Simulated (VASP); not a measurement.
VASP input:

### POSCAR
```
BeTe
1
    0.0000000000     2.8061752326     2.8061752326
    2.8061752326     0.0000000000     2.8061752326
    2.8061752326     2.8061752326     0.0000000000
Be Te
1 1
Direct
  0.0000000000   0.0000000000   0.0000000000
  0.2500000000   0.2500000000   0.2500000000
```

KPOINTS:
```
Regular mesh
0
G
 8 8 8
```

**INCAR**
```
! general
SYSTEM =BeTe
PREC   =Accurate
ENCUT  =500
LREAL  =F
LASPH  =T

! electronic loop
EDIFF  =1E-6
NELM   =100
ALGO   =Normal
LMAXMIX=4

! smearing
ISMEAR =0
SIGMA  =0.05

! functional
GGA    =PS

! ions
IBRION =2
NSW    =40
ISIF   =3
EDIFFG =-0.02

! output
LWAVE  =F
LCHARG =F
```

POTCAR, in this order: Be Te (PBE.64 set). Program: vasp_std.

Task: Write an equivalent input for Ansatz.

Result: One equivalent input (not run):
Ansatz 0.2 input:
```yaml
crystal:
  lattice:
    - [0.0000000, 2.8061752, 2.8061752]
    - [2.8061752, 0.0000000, 2.8061752]
    - [2.8061752, 2.8061752, 0.0000000]
  atoms:
    - { symbol: Be, position: [0.0000000, 0.0000000, 0.0000000] }
    - { symbol: Te, position: [0.2500000, 0.2500000, 0.2500000] }
kpoints:
  mp_grid: { grid: [8, 8, 8] }
hamiltonian:
  xc: pbesol
  pseudopotentials: { kind: paw }
scf:
  occupations: { method: gaussian, width: 0.05 }
  max_iter: 100
relax:
  max_steps: 40
  f_tol: 0.02
  cell: {}
output: { forces: true, stress: true, eigenvalues: true }
```
Limits of the translation: each code has its own PAW files, so the cut-off isn't converted (ENCUT is set for VASP's; basis.ecutwfc is left out, and Ansatz then takes the one that its files recommend); Ansatz stops its SCF on the density residual and VASP on the energy change (EDIFF).

The compound is BeTe in the zinc blende structure. It was relaxed first.
